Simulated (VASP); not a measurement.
# Nb2SnSe (P-6m2) in VASP: further runs

One crystal, Nb2SnSe, is run at these levels: PBE; tasks: single point.

Program: VASP 6.6.1. These are calculated values, not measurements. Logs are shortened: lines on timing, memory, paths and dates and some standing lists are left out, and cuts for length are marked.

## 1. The structure

The structure is hexagonal, space group P-6m2 (No. 187). The conventional cell has a = 3.383 Å, b = 3.383 Å, c = 7.780 Å, α = 90.00°, β = 90.00°, γ = 120.00°. Nb (site symmetry 3m) is surrounded by 3 Se at 2.62 Å and 3 Sn at 2.90 Å. Sn (site symmetry -6m2) is surrounded by 6 Nb at 2.90 Å. Around Se (site symmetry -6m2) lie 6 Nb at 2.62 Å.

The cell was built by a generator and needn't be a form met in nature.

## 2. Single point, PBE

File INCAR:

```
PREC = Accurate ; ENCUT = 520
EDIFF = 1E-6 ; ISMEAR = 0
SIGMA = 0.1 ; LREAL = F
LASPH = T ; NELM = 120
ALGO = Normal ; ISIF = 2
LWAVE = F ; LCHARG = F
GGA = PE ; KPAR = 2
```

File KPOINTS:

```
regular mesh
0
Gamma
  12 12 6
```

File POSCAR:

```
Nb2SnSe
1.0
    3.3831750000      0.0000000000      0.0000000000
   -1.6915880000      2.9299160000      0.0000000000
    0.0000000000      0.0000000000      7.7798200000
Nb Sn Se
2 1 1
Direct
    0.6666670000      0.3333330000      0.7250750000
    0.6666670000      0.3333330000      0.2749250000
    0.0000000000      0.0000000000      0.0000000000
    0.3333330000      0.6666670000      0.5000000000
```

Potentials or basis: VASP PAW PBE potentials, release 64 (Nb_sv, Sn_d, Se).

On the command line:

```
$ cat potpaw_PBE.64/Nb_sv/POTCAR potpaw_PBE.64/Sn_d/POTCAR potpaw_PBE.64/Se/POTCAR > POTCAR
$ mpirun -np 2 vasp_std > vasp.out
```

OUTCAR:

```text
PREC = Accurate
   ENCUT = 520
   EDIFF = 1E-6
   ISMEAR = 0
   LREAL = F
   LASPH = T
   NELM = 120
   ISIF = 2
   GGA = PE

 ion  position               nearest neighbor table
   1  0.667  0.333  0.725-   4 2.62   4 2.62   4 2.62   3 2.90   3 2.90   3 2.90
   2  0.667  0.333  0.275-   4 2.62   4 2.62   4 2.62   3 2.90   3 2.90   3 2.90
   3  0.000  0.000  0.000-   1 2.90   2 2.90   1 2.90   2 2.90   1 2.90   2 2.90
   4  0.333  0.667  0.500-   1 2.62   2 2.62   1 2.62   2 2.62   1 2.62   2 2.62

  LATTYP: Found a hexagonal cell.
 ALAT       =     3.3831750000
 C/A-ratio  =     2.2995618022

  Lattice vectors:

 A1 = (   3.3831750000,   0.0000000000,   0.0000000000)
 A2 = (  -1.6915880000,   2.9299160000,   0.0000000000)
 A3 = (   0.0000000000,   0.0000000000,   7.7798200000)

Analysis of symmetry for initial positions (statically):
=====================================================================
 Subroutine PRICEL returns:
 Original cell was already a primitive cell.

 Routine SETGRP: Setting up the symmetry group for a
 hexagonal supercell.

 Subroutine GETGRP returns: Found 12 space group operations
 (whereof 12 operations were pure point group operations)
 out of a pool of 24 trial point group operations.

The static configuration has the point symmetry D_3h.

Analysis of symmetry for dynamics (positions and initial velocities):
=====================================================================
 Subroutine PRICEL returns:
 Original cell was already a primitive cell.

 Routine SETGRP: Setting up the symmetry group for a
 hexagonal supercell.

 Subroutine GETGRP returns: Found 12 space group operations
 (whereof 12 operations were pure point group operations)
 out of a pool of 24 trial point group operations.

The dynamic configuration has the point symmetry D_3h.

 Subroutine INISYM returns: Found 12 space group operations
 (whereof 12 operations are pure point group operations),
 and found     1 'primitive' translations

----------------------------------------------------------------------------------------

                                     Primitive cell

  volume of cell :      77.1168

  direct lattice vectors                    reciprocal lattice vectors
[... 83 lines left out ...]
   ISTART =      0    job   : 0-new  1-cont  2-samecut
   ICHARG =      2    charge: 1-file 2-atom 10-const
   ISPIN  =      1    spin polarized calculation?
   LNONCOLLINEAR =      F non collinear calculations
   LSORBIT =      F    spin-orbit coupling
   LASPH  =      T    aspherical Exc in radial PAW
   ENCUT  =  520.0 eV  38.22 Ry    6.18 a.u.   6.29  6.29 14.47*2*pi/ulx,y,z
   NELM   =    120;   NELMIN=  2; NELMDL= -5     # of ELM steps
   EDIFF  = 0.1E-05   stopping-criterion for ELM
   LREAL  =      F    real-space projection
   EDIFFG = 0.1E-04   stopping-criterion for IOM
   NSW    =      0    number of steps for IOM
   IBRION =     -1    ionic relax: 0-MD 1-quasi-New 2-CG
   NFREE  =      0    steps in history (QN), initial steepest desc. (CG)
   ISIF   =      2    stress and relaxation
   ISYM   =      2    0-nonsym 1-usesym 2-fastsym
   POTIM  = 0.5000    time-step for ionic-motion
   TEBEG  =    0.0;   TEEND  =   0.0 temperature during run
   PSTRESS=    0.0 pullay stress
   NELECT =      46.0000    total number of electrons
   NUPDOWN=      -1.0000    fix difference up-down
   EMIN   =  10.00;   EMAX   =-10.00  energy-range for DOS
   EFERMI =   0.00;   METHOD = LEGACY
   ISMEAR =     0;   SIGMA  =   0.10  broadening in eV -4-tet -1-fermi 0-gaus
   EFERMI_NEDOS =   21; number of points for ismear=-14 and -15
   IALGO  =     38    algorithm
   IMIX   =      4    mixing-type and parameters
     AMIX     =   0.40;   BMIX     =  1.00
     AMIX_MAG =   1.60;   BMIX_MAG =  1.00
  volume/ion in A,a.u.               =      19.28       130.10
  Fermi-wavevector in a.u.,A,eV,Ry     =   1.378090  2.604213 25.839276  1.899133
  Thomas-Fermi vector in A             =   2.503184
   LORBIT       =      0    0 simple, 1 ext, 2 COOP (PROOUT), +10 PAW based schemes
   GGA     = PE    functional components
   LHFCALC =     F    Hartree Fock is set to
   AEXX    =    0.0000 exact exchange contribution
   IVDW    =     0    specifies the selected vdW correction
   LEPSILON=     F    determine dielectric tensor
   LRPA    =     F    only Hartree local field effects (RPA)
 non-spin polarized calculation
 Gauss-broadening in eV      SIGMA  =   0.10
  energy-cutoff  :      520.00
  volume of cell :       77.12
 maximum number of plane-waves:      2105
 NGX is ok and might be reduce to    28
   NGX = 13   NGY = 13   NGZ = 29

 number of electron      45.9999989 magnetization

 Free energy of the ion-electron system (eV)
  ---------------------------------------------------
  ext. energy  EPLUGINS =         0.00000000
  ---------------------------------------------------
  free energy    TOTEN  =       -28.98590024 eV

  energy without entropy =      -28.96709833  energy(sigma->0) =      -28.97649928

 E-fermi :  10.4066     XC(G=0): -11.7495

 val. band max:       10.3981686288   @ k =   0.0833   0.0000   0.1667
 cond. band min:      10.4098046558   @ k =   0.0000   0.0000   0.0000
 fundamental gap:      0.0116360270
 Fermi energy:        10.4066362859

 k-point     1 :       0.0000    0.0000    0.0000
  band No.  band energies     occupation
      1     -44.8640      2.00000
      2     -44.8579      2.00000
      3     -21.1614      2.00000
      4     -21.0358      2.00000
      5     -20.7699      2.00000
      6     -20.7699      2.00000
[... 709 lines left out ...]
     26      11.9176      0.00000
     27      12.1973      0.00000

 [... further k-points ...]
[... 5 lines left out ...]
  --------------------------------------------------------------------------------------
  -------------------------------------------------------------------------------------
  Total       -0.0103240     -0.0103240      0.0687859      0.0000000     -0.0000000      0.0000000
  in kB       -0.2144917     -0.2144918      1.4290936      0.0000000     -0.0000000      0.0000000
  external PRESSURE =       0.3333700 kB  Pullay stress =       0.0000000 kB

 VOLUME and BASIS-vectors are now :
 -----------------------------------------------------------------------------
  energy-cutoff  :      520.00
  volume of cell :       77.12
      direct lattice vectors                 reciprocal lattice vectors
     3.383175000  0.000000000  0.000000000     0.295580335  0.170653407  0.000000000
    -1.691588000  2.929916000  0.000000000     0.000000000  0.341306713  0.000000000
     0.000000000  0.000000000  7.779820000     0.000000000  0.000000000  0.128537678

 POSITION                                       TOTAL-FORCE (eV/Angst)
 -----------------------------------------------------------------------------------
      1.69159      0.97664      5.64095         0.000000     -0.000000     -0.011446
      1.69159      0.97664      2.13887        -0.000000     -0.000000      0.011446
      0.00000      0.00000      0.00000        -0.000000     -0.000000      0.000000
     -0.00000      1.95328      3.88991        -0.000000      0.000000      0.000000
 -----------------------------------------------------------------------------------
    total drift:                               -0.005898      0.003394      0.000000

  FREE ENERGIE OF THE ION-ELECTRON SYSTEM (eV)
  ---------------------------------------------------
  free  energy   TOTEN  =       -28.9859002406 eV

  energy  without entropy=      -28.9670983267  energy(sigma->0) =      -28.97649928
```

Wall time 56 s (2 MPI ranks of Intel Xeon Platinum 8488C (Sapphire Rapids), shared host); peak memory 0.31 GiB.

Results:

```
Free energy            : -28.9859 eV
Pressure               : 0.0 GPa
Largest force          : 0.011 eV/Å
Band gap on the k mesh : none (metal or under the smearing width)
```

Forces in eV/Å, atoms in the order of the input:
```
Nb   0.000  0.000 -0.011
Nb   0.000  0.000  0.011
Sn   0.000  0.000  0.000
Se   0.000  0.000  0.000
```

Stress tensor (GPa, compression positive):
```
-0.02  0.00  0.00
 0.00 -0.02  0.00
 0.00  0.00  0.14
```

Levels at points of the mesh, in eV from the Fermi level:
| k point | band 20 | band 21 | band 22 | band 23 | band 24 | band 25 | band 26 | band 27 |
| --- | --- | --- | --- | --- | --- | --- | --- | --- |
| (0.00, 0.00, 0.00) | -2.12 | -0.46 | -0.46 | 0.00 | 0.00 | 0.24 | 1.08 | 1.08 |
| (0.50, 0.00, 0.00) | -2.45 | -2.17 | -1.93 | 0.45 | 0.90 | 1.23 | 2.45 | 2.56 |
| (0.00, 0.00, 0.50) | -1.43 | -0.70 | -0.70 | -0.16 | 0.04 | 0.04 | 0.89 | 0.89 |
| (0.50, 0.00, 0.50) | -2.78 | -2.01 | -1.61 | -0.51 | 1.15 | 2.37 | 2.45 | 2.55 |

(Part 1 of 2 ends here.)
